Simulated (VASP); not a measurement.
All values below come from PBEsol GGA, VASP's PBE PAW potentials (set 64) (plane waves; VASP).

VASP ran on this input.

POSCAR:
```
Rh
2.4949590
  0.9999998192   0.0000000000   0.0000000000
  0.0000000000   0.9999998192   0.0000000000
  0.0000000000   0.0000000000   0.9999998192
Rh
1
Cart
  0.0000000000   0.0000000000   0.0000000000
```

INCAR:
```
SYSTEM  =  Rh
PREC  =  Accurate; ENCUT  =  400; LREAL  =  .FALSE.
LASPH  =  .TRUE.
EDIFF  =  1E-7; NELM  =  100; ALGO  =  Normal
LMAXMIX  =  4
ISMEAR  =  -5
GGA  =  PS
ISIF  =  2
LWAVE  =  .FALSE.; LCHARG  =  .TRUE.; LORBIT  =  11
NEDOS  =  601
```

**KPOINTS**
```
Automatic mesh
0
Gamma
16 16 16
0 0 0
```

POTCAR, in this order: Rh_pv (PBE.64 set). Program: vasp_std.

The run wrote:

File OSZICAR:
```
       N       E                     dE             d eps       ncg     rms          rms(c)
DAV:   1     0.963988097036E+02    0.96399E+02   -0.82698E+03  3700   0.117E+03
DAV:   2    -0.630304091538E+01   -0.10270E+03   -0.98083E+02  3828   0.340E+02
DAV:   3    -0.761552361077E+01   -0.13125E+01   -0.13019E+01  4125   0.439E+01
DAV:   4    -0.762407367300E+01   -0.85501E-02   -0.85193E-02  3936   0.367E+00
DAV:   5    -0.762421816738E+01   -0.14449E-03   -0.14471E-03  4208   0.447E-01    0.933E+00
DAV:   6    -0.725999305027E+01    0.36423E+00   -0.94566E-01  3777   0.138E+01    0.345E+00
DAV:   7    -0.725119056970E+01    0.88025E-02   -0.83965E-03  3978   0.106E+00    0.177E+00
DAV:   8    -0.724881159256E+01    0.23790E-02   -0.27676E-03  3819   0.833E-01    0.130E-01
DAV:   9    -0.724867938464E+01    0.13221E-03   -0.21003E-04  4227   0.223E-01    0.339E-02
DAV:  10    -0.724868442933E+01   -0.50447E-05   -0.55655E-06  3948   0.299E-02    0.368E-03
DAV:  11    -0.724868631371E+01   -0.18844E-05   -0.18041E-07  3463   0.503E-03    0.667E-04
DAV:  12    -0.724868647503E+01   -0.16132E-06   -0.11192E-08  1959   0.147E-03    0.127E-04
DAV:  13    -0.724868645122E+01    0.23801E-07   -0.14746E-09  1929   0.391E-04
   1 F= -.72486865E+01 E0= -.72486865E+01  d E =0.000000E+00
```

**OUTCAR**
```
------------------------ aborting loop because EDIFF is reached ----------------------------------------
  FORCE on cell =-STRESS in cart. coord.  units (eV):
  Direction    XX          YY          ZZ          XY          YZ          ZX
  --------------------------------------------------------------------------------------
  Total       -0.0029855     -0.0029855     -0.0029855      0.0000000      0.0000000     -0.0000000
  in kB       -0.3079892     -0.3079892     -0.3079892      0.0000000      0.0000000     -0.0000000
  external PRESSURE =      -0.3079892 kB  Pullay stress =       0.0000000 kB
  volume of cell :       15.53
      direct lattice vectors                 reciprocal lattice vectors
     2.494958549  0.000000000  0.000000000     0.400808262  0.000000000  0.000000000
     0.000000000  2.494958549  0.000000000     0.000000000  0.400808262  0.000000000
     0.000000000  0.000000000  2.494958549     0.000000000  0.000000000  0.400808262
 POSITION                                       TOTAL-FORCE (eV/Angst)
 -----------------------------------------------------------------------------------
      0.00000      0.00000      0.00000         0.000000      0.000000      0.000000
 -----------------------------------------------------------------------------------
    total drift:                                0.000000      0.000000      0.000000
  FREE ENERGIE OF THE ION-ELECTRON SYSTEM (eV)
  ---------------------------------------------------
  free  energy   TOTEN  =        -7.2486864512 eV

  energy  without entropy=       -7.2486864512  energy(sigma->0) =       -7.24868645

 total charge

# of ion       s       p       d       tot
------------------------------------------
    1        0.421   6.226   7.195  13.841
```
(Selected blocks of OUTCAR.)

For a metal the tetrahedron method with Blöchl corrections gives inexact stress and forces.

The structure was generated: Rh was put into the simple-cubic type (Pm-3m), which need not be its known phase. It was relaxed first.
